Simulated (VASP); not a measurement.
```
CELL_PARAMETERS angstrom
      0.00000     2.73427     2.73427
      2.73427     0.00000     2.73427
      2.73427     2.73427     0.00000
ATOMIC_POSITIONS crystal
  Si 0.00000 0.00000 0.00000
  Si 0.25000 0.25000 0.25000
```

These are B3LYP hybrid, VASP's PBE PAW potentials (set 64) (plane waves; VASP 6.6.1) values and carry that method's errors. Settings: 520 eV cut-off, 6×6×6 Γ-centred mesh, Gaussian smearing of 0.050 eV, potentials Si.

The path is coarsely sampled, so an indirect gap can come out somewhat too large.

Problem. Give the energies of bands 2 to 7 at the high-symmetry points, in eV from the valence-band maximum.

Solution. 
```
band     Γ      X      U      L      W
----  ----  -----  -----  -----  -----
2     0.00  -8.46  -7.83  -7.43  -8.30
3     0.00  -2.98  -4.43  -1.26  -3.96
4     0.00  -2.98  -2.53  -1.26  -3.96
5     3.85   1.99   2.50   2.65   5.66
6     3.85   1.99   5.51   4.73   5.66
7     3.85  11.67   9.01   4.73   6.41
```

The gap is indirect, 1.87 eV, from the valence maximum at Γ to the conduction minimum at Γ-X at 0.75.

The compound is Si in the diamond structure. It was relaxed first. The cell's shape comes from a PBE relaxation.
